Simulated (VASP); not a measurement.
# Bi: structure and properties in VASP, part 4 of 5

Wanted: the relaxed cell of Bi and its properties. Left out of this account: at least 1 further run (phonons: it ended without a result to show). This is not the structure that Bi takes at ambient conditions. The start is a computed cell from the Materials Project.

VASP 6.6.1; r2SCAN with rVV10; plane waves and PAW (Bi_d).

Still holding for the runs below: This run has no spin polarisation. Its electron count is odd, so without a moment it is a metal by construction. The k-mesh is coarse for a metal.

So far. Step 5 (Band structure (r2SCAN + rVV10)): There is no gap at this level. Step 6 (Total and projected DOS (r2SCAN + rVV10)): The finer mesh and the other smearing move the Fermi level by +0.02 eV from the 10×10×10 run, a small shift, which tests the Fermi level alone. Of the states within 0.3 eV of the Fermi level, the largest shares in the PAW spheres are Bi p 47 %. The rest lies in smaller channels or between the spheres.

The starting crystal is not the ambient structure of Bi (space group No. 166); it is a model or a phase of other conditions.

## (7) Volume scan with r2SCAN + rVV10

An equation of state needs energies on both sides of the minimum, all on one mesh and cutoff.

INCAR

```
SYSTEM = Bi
PREC = Accurate
ENCUT = 400
EDIFF = 1E-06
NELM = 100
ISMEAR = 1
SIGMA = 0.2
LREAL = .FALSE.
ALGO = Normal
METAGGA = R2SCAN
LUSE_VDW = .TRUE.
IVDW_NL = 2
BPARAM = 11.95
CPARAM = 0.0093
LASPH = .TRUE.
NBANDS = 13
LORBIT = 11
LWAVE = .FALSE.
LCHARG = .FALSE.
KPAR = 2
ISIF = 2
```

POSCAR

```
Bi
1.0
   -1.9331435371      1.9331435371      1.9331435371
    1.9331435371     -1.9331435371      1.9331435371
    1.9331435371      1.9331435371     -1.9331435371
Bi
1
Direct
    0.0000000000      0.0000000000      0.0000000000
```

KPOINTS

```
Automatic mesh
0
Gamma
10 10 10
0 0 0
```

PAW data sets: Bi_d (PBE family, release 64).

Started as:

```sh
$ mpirun -np 2 vasp_std
```

What it wrote:

```text
[... set-up lines as in an earlier step ...]
 entering main loop
       N       E                     dE             d eps       ncg     rms          rms(c)
Total rVV10 correction in eV:      0.3609069    16.1245764
Total rVV10 correction in eV:      0.3609069    16.1245764
DAV:   1     0.449810618083E+02    0.44981E+02   -0.70189E+03  1253   0.119E+03
DAV:   2    -0.554476413389E+02   -0.10043E+03   -0.97334E+02  1312   0.318E+02
DAV:   3    -0.612058703669E+02   -0.57582E+01   -0.57378E+01  1520   0.785E+01
DAV:   4    -0.613394321995E+02   -0.13356E+00   -0.13351E+00  1481   0.128E+01
DAV:   5    -0.613456889849E+02   -0.62568E-02   -0.62567E-02  1732   0.245E+00    0.784E-01
Total rVV10 correction in eV:      0.3583053    16.1245768
Total rVV10 correction in eV:      0.3583053    16.1245768
DAV:   6    -0.578857896353E+02    0.34599E+01   -0.85080E-01  1442   0.175E+01    0.550E-01
Total rVV10 correction in eV:      0.3580570    16.1245768
Total rVV10 correction in eV:      0.3580570    16.1245768
DAV:   7    -0.578849136777E+02    0.87596E-03   -0.79513E-03  1665   0.113E+00    0.348E-01
Total rVV10 correction in eV:      0.3572114    16.1245768
Total rVV10 correction in eV:      0.3572114    16.1245768
DAV:   8    -0.578870990470E+02   -0.21854E-02   -0.14462E-02  1605   0.173E+00    0.102E-01
Total rVV10 correction in eV:      0.3569443    16.1245768
Total rVV10 correction in eV:      0.3569443    16.1245768
DAV:   9    -0.578867449895E+02    0.35406E-03   -0.86826E-04  1462   0.486E-01    0.491E-02
Total rVV10 correction in eV:      0.3568698    16.1245768
Total rVV10 correction in eV:      0.3568698    16.1245768
DAV:  10    -0.578866693947E+02    0.75595E-04   -0.56134E-04  1686   0.393E-01    0.184E-02
Total rVV10 correction in eV:      0.3569354    16.1245768
Total rVV10 correction in eV:      0.3569354    16.1245768
DAV:  11    -0.578866579630E+02    0.11432E-04   -0.48183E-05  1492   0.121E-01    0.266E-03
Total rVV10 correction in eV:      0.3569533    16.1245768
Total rVV10 correction in eV:      0.3569533    16.1245768
DAV:  12    -0.578866595125E+02   -0.15496E-05   -0.61201E-06  1736   0.357E-02    0.335E-03
Total rVV10 correction in eV:      0.3569511    16.1245768
Total rVV10 correction in eV:      0.3569511    16.1245768
DAV:  13    -0.578866582541E+02    0.12585E-05   -0.18371E-06   781   0.244E-02    0.513E-04
Total rVV10 correction in eV:      0.3569514    16.1245768
Total rVV10 correction in eV:      0.3569514    16.1245768
DAV:  14    -0.578866583204E+02   -0.66377E-07   -0.91807E-08   751   0.323E-03
Total rVV10 correction in eV:      0.3569511    16.1245768
Total rVV10 correction in eV:      0.3569511    16.1245768
Total rVV10 correction in eV:      0.3569506    16.1245768
Total rVV10 correction in eV:      0.3569506    16.1245768
   1 F= -.57886658E+02 E0= -.57886270E+02  d E =-.116586E-02
```

Run time: 85 s. Hardware: 2 MPI ranks of AMD EPYC 7R43, shared host; peak memory 0.35 GiB.

OUTCAR, selected parts (step 7):

```text
   ENCUT  =  400.0 eV  29.40 Ry    5.42 a.u.   5.46  5.46  5.46*2*pi/ulx,y,z

   NELECT =      15.0000    total number of electrons

 E-fermi :   8.7676

 k-point     1 :       0.0000    0.0000    0.0000
  band No.  band energies     occupation
    ...
      2     -15.0020      2.00000
      3     -15.0020      2.00000
      4     -14.8198      2.00000
      5     -14.8198      2.00000
      6      -5.9029      2.00000
      7      14.7192      0.00000
      8      14.7192      0.00000
      9      14.7192      0.00000
     10      19.9417      0.00000
     11      20.0431      0.00000
    ...

  Total        0.7851751      0.7851751      0.7851751     -0.0000000     -0.0000000      0.0000000
  in kB       43.5336237     43.5336237     43.5336237     -0.0000000     -0.0000000      0.0000000
  external PRESSURE =      43.5336237 kB  Pullay stress =       0.0000000 kB

 POSITION                                       TOTAL-FORCE (eV/Angst)
 -----------------------------------------------------------------------------------
      0.00000      0.00000      0.00000        -0.000000     -0.000000      0.000000
 -----------------------------------------------------------------------------------
    total drift:                                0.000000      0.000000      0.000000

  FREE ENERGIE OF THE ION-ELECTRON SYSTEM (eV)
  ---------------------------------------------------
  free  energy   TOTEN  =       -57.8866583204 eV

  energy  without entropy=      -57.8854924648  energy(sigma->0) =      -57.88626970

[... 5 parts as in an earlier step ...]

[... 11 further parts left out ...]
```

The scan keeps the cell's shape and the fractional positions fixed.

This step gave:

```
bands                   : 13
irreducible k-points    : 47
free energy (TOTEN)     : -57.8867 eV
energy at zero smearing : -57.8863 eV
Fermi energy            : 8.768 eV
pressure                : 4.353 GPa
```

The pressure here is 4.35 GPa.

## (8) Volume scan with r2SCAN + rVV10 (run 2)

INCAR is that of step 7.

POSCAR

```
Bi
1.0
   -1.9467576725      1.9467576725      1.9467576725
    1.9467576725     -1.9467576725      1.9467576725
    1.9467576725      1.9467576725     -1.9467576725
Bi
1
Direct
    0.0000000000      0.0000000000      0.0000000000
```

KPOINTS is that of step 7.

Started as:

```sh
$ mpirun -np 2 vasp_std
```

What it wrote:

```text
[... set-up lines as in an earlier step ...]
 entering main loop
       N       E                     dE             d eps       ncg     rms          rms(c)
Total rVV10 correction in eV:      0.3647961    16.1245764
Total rVV10 correction in eV:      0.3647961    16.1245764
DAV:   1     0.483224040156E+02    0.48322E+02   -0.68606E+03  1247   0.114E+03
DAV:   2    -0.555638260813E+02   -0.10389E+03   -0.10102E+03  1287   0.325E+02
DAV:   3    -0.612278713821E+02   -0.56640E+01   -0.56395E+01  1495   0.800E+01
DAV:   4    -0.613585718749E+02   -0.13070E+00   -0.13067E+00  1535   0.128E+01
DAV:   5    -0.613638542514E+02   -0.52824E-02   -0.52823E-02  1680   0.229E+00    0.767E-01
Total rVV10 correction in eV:      0.3621170    16.1245757
Total rVV10 correction in eV:      0.3621170    16.1245757
DAV:   6    -0.578996549008E+02    0.34642E+01   -0.85956E-01  1462   0.175E+01    0.563E-01
Total rVV10 correction in eV:      0.3618350    16.1245757
Total rVV10 correction in eV:      0.3618350    16.1245757
DAV:   7    -0.578987361547E+02    0.91875E-03   -0.80208E-03  1676   0.113E+00    0.357E-01
Total rVV10 correction in eV:      0.3609202    16.1245757
Total rVV10 correction in eV:      0.3609202    16.1245757
DAV:   8    -0.579010072959E+02   -0.22711E-02   -0.14339E-02  1618   0.171E+00    0.974E-02
Total rVV10 correction in eV:      0.3606368    16.1245757
Total rVV10 correction in eV:      0.3606368    16.1245757
DAV:   9    -0.579007073396E+02    0.29996E-03   -0.81506E-04  1472   0.457E-01    0.507E-02
Total rVV10 correction in eV:      0.3605618    16.1245757
Total rVV10 correction in eV:      0.3605618    16.1245757
DAV:  10    -0.579006289864E+02    0.78353E-04   -0.56934E-04  1646   0.396E-01    0.180E-02
Total rVV10 correction in eV:      0.3606260    16.1245757
Total rVV10 correction in eV:      0.3606260    16.1245757
DAV:  11    -0.579006177911E+02    0.11195E-04   -0.43064E-05  1492   0.113E-01    0.387E-03
Total rVV10 correction in eV:      0.3606436    16.1245757
Total rVV10 correction in eV:      0.3606436    16.1245757
DAV:  12    -0.579006192827E+02   -0.14916E-05   -0.78645E-06  1728   0.425E-02    0.327E-03
Total rVV10 correction in eV:      0.3606415    16.1245757
Total rVV10 correction in eV:      0.3606415    16.1245757
DAV:  13    -0.579006180713E+02    0.12114E-05   -0.17792E-06   796   0.237E-02    0.476E-04
Total rVV10 correction in eV:      0.3606416    16.1245757
Total rVV10 correction in eV:      0.3606416    16.1245757
DAV:  14    -0.579006180924E+02   -0.21151E-07   -0.99714E-08   746   0.298E-03
Total rVV10 correction in eV:      0.3606418    16.1245757
Total rVV10 correction in eV:      0.3606418    16.1245757
Total rVV10 correction in eV:      0.3606410    16.1245757
Total rVV10 correction in eV:      0.3606410    16.1245757
   1 F= -.57900618E+02 E0= -.57900417E+02  d E =-.604759E-03
```

Run time: 76 s. Hardware: 2 MPI ranks; peak memory 0.33 GiB.

From OUTCAR (step 8):

```text
   ENCUT  =  400.0 eV  29.40 Ry    5.42 a.u.   5.50  5.50  5.50*2*pi/ulx,y,z

   NELECT =      15.0000    total number of electrons

 E-fermi :   8.4820

 k-point     1 :       0.0000    0.0000    0.0000
  band No.  band energies     occupation
    ...
      2     -15.2605      2.00000
      3     -15.2605      2.00000
      4     -15.0903      2.00000
      5     -15.0903      2.00000
      6      -6.0175      2.00000
      7      14.2673      0.00000
      8      14.2673      0.00000
      9      14.2673      0.00000
     10      19.3525      0.00000
     11      19.7641      0.00000
    ...

  Total        0.5053596      0.5053596      0.5053596     -0.0000000      0.0000000     -0.0000000
  in kB       27.4356602     27.4356602     27.4356602     -0.0000000      0.0000000     -0.0000000
  external PRESSURE =      27.4356602 kB  Pullay stress =       0.0000000 kB

 POSITION                                       TOTAL-FORCE (eV/Angst)
 -----------------------------------------------------------------------------------
      0.00000      0.00000      0.00000         0.000000     -0.000000     -0.000000
 -----------------------------------------------------------------------------------
    total drift:                                0.000000     -0.000000      0.000000

  FREE ENERGIE OF THE ION-ELECTRON SYSTEM (eV)
  ---------------------------------------------------
  free  energy   TOTEN  =       -57.9006180924 eV

  energy  without entropy=      -57.9000133337  energy(sigma->0) =      -57.90041651

[... 4 parts as in an earlier step ...]

[... 12 further parts left out ...]
```

This step gave:

```yaml
free_energy_toten: -57.9006 eV
energy_at_zero_smearing: -57.9004 eV
fermi_energy: 8.482 eV
pressure: 2.744 GPa
```

The pressure falls from 4.35 to 2.74 GPa.

The run ends at a pressure of 2.74 GPa.

## (9) Volume scan with r2SCAN + rVV10 (run 3)

INCAR is that of step 8.

POSCAR

```
Bi
1.0
   -1.9601840118      1.9601840118      1.9601840118
    1.9601840118     -1.9601840118      1.9601840118
    1.9601840118      1.9601840118     -1.9601840118
Bi
1
Direct
    0.0000000000      0.0000000000      0.0000000000
```

KPOINTS is that of step 8.

Started as:

```sh
$ mpirun -np 2 vasp_std
```

What it wrote:

```text
[... set-up lines as in an earlier step ...]
 entering main loop
       N       E                     dE             d eps       ncg     rms          rms(c)
Total rVV10 correction in eV:      0.3686001    16.1245764
Total rVV10 correction in eV:      0.3686001    16.1245764
DAV:   1     0.509026008519E+02    0.50903E+02   -0.69341E+03  1227   0.115E+03
DAV:   2    -0.554738096499E+02   -0.10638E+03   -0.10355E+03  1297   0.329E+02
DAV:   3    -0.612383368850E+02   -0.57645E+01   -0.57503E+01  1540   0.813E+01
DAV:   4    -0.613699555239E+02   -0.13162E+00   -0.13159E+00  1477   0.129E+01
DAV:   5    -0.613759181405E+02   -0.59626E-02   -0.59625E-02  1664   0.244E+00    0.753E-01
Total rVV10 correction in eV:      0.3658384    16.1245752
Total rVV10 correction in eV:      0.3658384    16.1245752
DAV:   6    -0.579076739658E+02    0.34682E+01   -0.86847E-01  1447   0.175E+01    0.576E-01
Total rVV10 correction in eV:      0.3655201    16.1245751
Total rVV10 correction in eV:      0.3655201    16.1245751
DAV:   7    -0.579067261979E+02    0.94777E-03   -0.82750E-03  1669   0.113E+00    0.367E-01
[...]
Total rVV10 correction in eV:      0.3641551    16.1245751
Total rVV10 correction in eV:      0.3641551    16.1245751
DAV:  10    -0.579087577401E+02    0.78760E-04   -0.57700E-04  1615   0.397E-01    0.180E-02
Total rVV10 correction in eV:      0.3642187    16.1245751
Total rVV10 correction in eV:      0.3642187    16.1245751
DAV:  11    -0.579087464840E+02    0.11256E-04   -0.41755E-05  1522   0.110E-01    0.430E-03
Total rVV10 correction in eV:      0.3642356    16.1245751
Total rVV10 correction in eV:      0.3642356    16.1245751
DAV:  12    -0.579087479130E+02   -0.14290E-05   -0.85963E-06  1762   0.447E-02    0.326E-03
Total rVV10 correction in eV:      0.3642331    16.1245751
Total rVV10 correction in eV:      0.3642331    16.1245751
DAV:  13    -0.579087467202E+02    0.11928E-05   -0.18069E-06   801   0.237E-02    0.488E-04
Total rVV10 correction in eV:      0.3642333    16.1245751
Total rVV10 correction in eV:      0.3642333    16.1245751
DAV:  14    -0.579087467261E+02   -0.58251E-08   -0.10669E-07   726   0.299E-03
Total rVV10 correction in eV:      0.3642335    16.1245751
Total rVV10 correction in eV:      0.3642335    16.1245751
Total rVV10 correction in eV:      0.3642327    16.1245751
Total rVV10 correction in eV:      0.3642327    16.1245751
   1 F= -.57908747E+02 E0= -.57908710E+02  d E =-.111330E-03
```

It took 83 s on 2 MPI ranks; peak memory 0.34 GiB.

OUTCAR, selected parts (step 9):

```text
  Total        0.2447955      0.2447955      0.2447955      0.0000000     -0.0000000      0.0000000
  in kB       13.0185756     13.0185756     13.0185756      0.0000000     -0.0000000      0.0000000
  external PRESSURE =      13.0185756 kB  Pullay stress =       0.0000000 kB

 POSITION                                       TOTAL-FORCE (eV/Angst)
 -----------------------------------------------------------------------------------
      0.00000      0.00000      0.00000         0.000000     -0.000000      0.000000
 -----------------------------------------------------------------------------------
    total drift:                               -0.000000      0.000000      0.000000

  FREE ENERGIE OF THE ION-ELECTRON SYSTEM (eV)
  ---------------------------------------------------
  free  energy   TOTEN  =       -57.9087467261 eV

  energy  without entropy=      -57.9086353963  energy(sigma->0) =      -57.90870962

[... 1 part as in an earlier step ...]

[... 2 further parts left out ...]
[key lines of the parts left out:]
E-fermi :   8.2089
```

The pressure falls from 2.74 to 1.30 GPa.

The run ends at a pressure of 1.30 GPa.

## (10) Volume scan with r2SCAN + rVV10 (run 4)

INCAR is that of step 9.

POSCAR

```
Bi
1.0
   -1.9734289001      1.9734289001      1.9734289001
    1.9734289001     -1.9734289001      1.9734289001
    1.9734289001      1.9734289001     -1.9734289001
Bi
1
Direct
    0.0000000000      0.0000000000      0.0000000000
```

KPOINTS is that of step 9.

Started as:

```sh
$ mpirun -np 2 vasp_std
```

What it wrote:

```text
[... set-up lines as in an earlier step ...]
 entering main loop
       N       E                     dE             d eps       ncg     rms          rms(c)
Total rVV10 correction in eV:      0.3723223    16.1245764
Total rVV10 correction in eV:      0.3723223    16.1245764
DAV:   1     0.501820066862E+02    0.50182E+02   -0.69408E+03  1240   0.114E+03
DAV:   2    -0.554500556170E+02   -0.10563E+03   -0.10269E+03  1292   0.324E+02
DAV:   3    -0.612407863049E+02   -0.57907E+01   -0.57366E+01  1485   0.804E+01
DAV:   4    -0.613767161066E+02   -0.13593E+00   -0.13589E+00  1512   0.130E+01
DAV:   5    -0.613827169521E+02   -0.60008E-02   -0.60007E-02  1696   0.240E+00    0.741E-01
Total rVV10 correction in eV:      0.3694708    16.1245756
Total rVV10 correction in eV:      0.3694708    16.1245756
DAV:   6    -0.579104757339E+02    0.34722E+01   -0.87966E-01  1457   0.175E+01    0.590E-01
Total rVV10 correction in eV:      0.3691170    16.1245756
Total rVV10 correction in eV:      0.3691170    16.1245756
DAV:   7    -0.579094596179E+02    0.10161E-02   -0.83251E-03  1687   0.112E+00    0.377E-01
[...]
Total rVV10 correction in eV:      0.3676558    16.1245756
Total rVV10 correction in eV:      0.3676558    16.1245756
DAV:  10    -0.579116314994E+02    0.78615E-04   -0.57036E-04  1655   0.390E-01    0.172E-02
Total rVV10 correction in eV:      0.3677174    16.1245756
Total rVV10 correction in eV:      0.3677174    16.1245756
DAV:  11    -0.579116213575E+02    0.10142E-04   -0.37602E-05  1487   0.105E-01    0.438E-03
Total rVV10 correction in eV:      0.3677347    16.1245756
Total rVV10 correction in eV:      0.3677347    16.1245756
DAV:  12    -0.579116227901E+02   -0.14326E-05   -0.89228E-06  1741   0.456E-02    0.332E-03
Total rVV10 correction in eV:      0.3677312    16.1245756
Total rVV10 correction in eV:      0.3677312    16.1245756
DAV:  13    -0.579116215895E+02    0.12006E-05   -0.18626E-06   806   0.239E-02    0.446E-04
Total rVV10 correction in eV:      0.3677317    16.1245756
Total rVV10 correction in eV:      0.3677317    16.1245756
DAV:  14    -0.579116215938E+02   -0.43192E-08   -0.10705E-07   771   0.299E-03
Total rVV10 correction in eV:      0.3677317    16.1245756
Total rVV10 correction in eV:      0.3677317    16.1245756
Total rVV10 correction in eV:      0.3677310    16.1245756
Total rVV10 correction in eV:      0.3677310    16.1245756
   1 F= -.57911622E+02 E0= -.57911728E+02  d E =0.319569E-03
```

It took 82 s on 2 MPI ranks; peak memory 0.35 GiB; 2.7 min of CPU time.

OUTCAR, selected parts (step 10):

```text
  Total        0.0013075      0.0013075      0.0013075      0.0000000      0.0000000      0.0000000
  in kB        0.0681464      0.0681464      0.0681464      0.0000000      0.0000000      0.0000000
  external PRESSURE =       0.0681464 kB  Pullay stress =       0.0000000 kB

 POSITION                                       TOTAL-FORCE (eV/Angst)
 -----------------------------------------------------------------------------------
      0.00000      0.00000      0.00000         0.000000     -0.000000      0.000000
 -----------------------------------------------------------------------------------
    total drift:                                0.000000     -0.000000     -0.000000

  FREE ENERGIE OF THE ION-ELECTRON SYSTEM (eV)
  ---------------------------------------------------
  free  energy   TOTEN  =       -57.9116215938 eV

  energy  without entropy=      -57.9119411626  energy(sigma->0) =      -57.91172812

[... 2 parts as in an earlier step ...]

[... 1 further part left out ...]
[key lines of the parts left out:]
E-fermi :   7.9474
```

The pressure falls from 1.30 to 0.01 GPa.

The run ends at a pressure of 0.01 GPa.

[end of part 4 of 5]

[Lines on the potential files, build, host, timing and source positions are cut from VASP's logs without a mark.]

[Logs are printed without paths, hosts, clocks, repeated set-up lines and the standing remarks that a program may print on its own settings, such as how far it seeks lower states.]

[Hosts, paths, dates, database ids (printed as entryN), source tags and the programs' standing remarks are cut or masked in the printed files.]

[A measured line is paired with the nearest computed mode of its activity, which favours agreement.]

[In band tables of VASP the shares of atoms and orbitals are scaled to a sum of 1 inside the atoms' spheres.]
